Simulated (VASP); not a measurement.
Consider the following.

```yaml
crystal:
  lattice:
    - [-2.51852, 2.51852, 8.95163]
    - [2.51852, -2.51852, 8.95163]
    - [2.51852, 2.51852, -8.95163]
  atoms:
    - { symbol: Sr, position: [0.00000, 0.50000, 0.50000] }
    - { symbol: Sr, position: [0.50000, 0.00000, 0.50000] }
    - { symbol: Sr, position: [0.32247, 0.32247, 0.00000] }
    - { symbol: Sr, position: [0.67753, 0.67753, 0.00000] }
    - { symbol: Bi, position: [0.13505, 0.13505, 0.00000] }
    - { symbol: Bi, position: [0.86495, 0.86495, 0.00000] }
```

The numbers are results of PBEsol GGA, VASP's PBE PAW potentials (set 64) (plane waves; VASP 6.6.1), not measurements. Run with 400 eV cut-off, Gaussian smearing of 0.050 eV, potentials Sr_sv Bi_d.

Unless said otherwise, spin-orbit coupling is left out, though it shifts the bands of the heavy elements here.

What does the run give for the band gap (along the path) with the smallest direct gap where there is one?

- band gap (along the path) = none (metal, semimetal or under 0.01 eV)

The structure comes from a computed database's Sr2Bi entry (I4/mmm); how it stands against other phases isn't given here. It was relaxed first.
